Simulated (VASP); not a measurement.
Consider the following.

```yaml
crystal:
  lattice:
    - [3.94679, 0.00000, 0.00000]
    - [0.00000, 3.94679, 0.00000]
    - [0.00000, 0.00000, 3.94679]
  atoms:
    - { symbol: Sr, position: [0.00000, 0.00000, 0.00000] }
    - { symbol: Ti, position: [0.50000, 0.50000, 0.50000] }
    - { symbol: O, position: [0.50000, 0.00000, 0.50000] }
    - { symbol: O, position: [0.00000, 0.50000, 0.50000] }
    - { symbol: O, position: [0.50000, 0.50000, 0.00000] }
```

The numbers are results of SCAN meta-GGA, VASP's PBE PAW potentials (set 64) (plane waves; VASP 6.6.1), not measurements. Run with 520 eV cut-off, 7×7×7 Γ-centred mesh, Gaussian smearing of 0.050 eV, potentials Sr_sv Ti_sv O.

Task: The job: SrTiO3 (cubic perovskite), 5 atoms, SCAN, static run, 520 eV, 7×7×7 Γ-centred mesh. Roughly how much core time does it take on a busy server core?

Result: About 2 core-minutes (one run on a shared machine, a rough figure). It had 20 irreducible k-points, 24 bands, up to 1675 plane waves and 27 electronic steps.

The compound is SrTiO3 in the cubic perovskite structure, the ideal cubic form; the compound distorts at low or room temperature. This cell is one point of a volume scan, at 1.03 of the reference volume.
